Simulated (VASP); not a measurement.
Write the native input for VASP 6.6.1 that does the following.

| Item | Value |
| --- | --- |
| Task | single point |
| Functional | PBE |
| Potentials or basis | VASP PAW PBE potentials, release 64 (Rh_pv, Lu, B) |
| Cutoff | 520 eV |
| k mesh | 4 × 4 × 3 |
| Occupations | fermi-dirac, width 0.1 eV |
| Spin | no spin polarisation |
| Dipole correction | no |
| Further INCAR settings | ALGO = Fast; EDIFF = 1e-07; NBANDS = 44 |

The structure of LuBRh3 lies in POSCAR:

```
LuBRh3
1.0
    4.0106660000      0.0503040000     -0.1537640000
    0.8650450000      4.1422460000     -0.5727460000
    0.3312440000      0.6103090000      4.7385840000
Rh Lu B
3 1 1
Direct
    0.5613203436      0.4353455833      0.1273172118
    0.9401582696      0.8195688689     -0.0024325226
    0.9465429624      0.6823431406      0.5050047728
    0.3556613979      0.1229504888      0.6913278988
    0.4543350051      0.9299988565      0.2052027553
```

The cell was built by a generator and needn't be a form met in nature.

One way to write it, as run:

INCAR

```
PREC     = Accurate       # precision mode
ENCUT    = 520            # plane-wave cutoff, eV
EDIFF    = 1E-7           # SCF threshold, eV
ISMEAR   = -1             # smearing method
SIGMA    = 0.1            # smearing width, eV
LREAL    = F              # projectors in reciprocal space
LASPH    = T              # aspherical terms in the spheres
NELM     = 100            # most SCF steps
ALGO     = Fast           # electronic algorithm
ISIF     = 2              # what is computed and relaxed
LWAVE    = F              # write WAVECAR
LCHARG   = F              # write CHGCAR
GGA      = PE             # functional
NBANDS   = 44             # bands
```

KPOINTS

```
Automatic mesh
0
Gamma
  4 4 3
```

Potentials or basis: VASP PAW PBE potentials, release 64 (Rh_pv, Lu, B).

The run is started by

```sh
$ cat potpaw_PBE.64/Rh_pv/POTCAR potpaw_PBE.64/Lu/POTCAR potpaw_PBE.64/B/POTCAR > POTCAR
$ mpirun -np 1 vasp_std > vasp.out
```

Results of the run:

- Pressure: 3.0 GPa
- Largest force: 2.387 eV/Å
- Band gap on the k mesh: none (metal or under the smearing width)

Caveat: the k mesh is coarse (spacing up to 0.44 Å⁻¹), so the values aren't converged.

Wall time 4.6 min on 1 thread of Intel(R) Xeon(R) Platinum 8488C (Sapphire Rapids), on a shared host, peak memory 0.24 GiB.
